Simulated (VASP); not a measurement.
OSZICAR of a VASP run on Al2Cu (space group I4/mmm):

File OSZICAR:
```
       N       E                     dE             d eps       ncg     rms          rms(c)
DAV:   1     0.548193952578E+02    0.54819E+02   -0.51558E+03  1800   0.990E+02
DAV:   2    -0.135501633309E+02   -0.68370E+02   -0.63109E+02  1816   0.213E+02
DAV:   3    -0.156542715403E+02   -0.21041E+01   -0.20481E+01  2400   0.490E+01
DAV:   4    -0.156936950928E+02   -0.39424E-01   -0.39387E-01  2200   0.552E+00
DAV:   5    -0.156950855122E+02   -0.13904E-02   -0.13903E-02  2596   0.113E+00    0.162E+01
DAV:   6    -0.179214506166E+02   -0.22264E+01   -0.68955E+01  2024   0.288E+02    0.127E+01
DAV:   7    -0.131349620863E+02    0.47865E+01   -0.15064E+01  2120   0.101E+02    0.255E+00
DAV:   8    -0.129558576622E+02    0.17910E+00   -0.14355E+00  2560   0.361E+01    0.147E+00
DAV:   9    -0.129323241020E+02    0.23534E-01   -0.98993E-02  2864   0.603E+00    0.434E-01
DAV:  10    -0.129318974216E+02    0.42668E-03   -0.71671E-04  2576   0.331E-01    0.370E-01
DAV:  11    -0.129294236867E+02    0.24737E-02   -0.98677E-03  2292   0.353E+00    0.257E-02
DAV:  12    -0.129294600543E+02   -0.36368E-04   -0.47095E-04  2100   0.239E-01    0.266E-02
DAV:  13    -0.129294580710E+02    0.19833E-05   -0.86860E-06  2740   0.336E-02    0.189E-02
DAV:  14    -0.129294535731E+02    0.44979E-05   -0.53618E-06  1836   0.824E-02    0.587E-03
DAV:  15    -0.129294528450E+02    0.72801E-06   -0.41666E-06  1924   0.650E-02
   1 F= -.12929453E+02 E0= -.12927933E+02  d E =-.303890E-02
```

Problem. Which electronic solver shows in the log?

Solution. It is blocked Davidson (ALGO = Normal, or the opening steps of other solvers). The INCAR had ALGO = Normal.

Problem. Can the final energy be trusted as converged?

Solution. Self-consistency was reached. It stopped with EDIFF = 1E-6, NELM = 100 (PBEsol GGA, plane waves, VASP's PBE PAW potentials (set 64)).

The structure comes from a computed database's Al2Cu entry (I4/mmm); how it stands against other phases isn't given here. The cell was not relaxed at this level, and its volume differs by -5.9 % from the start's. The electron count is odd and the run is not spin-polarised, which forces a metal.
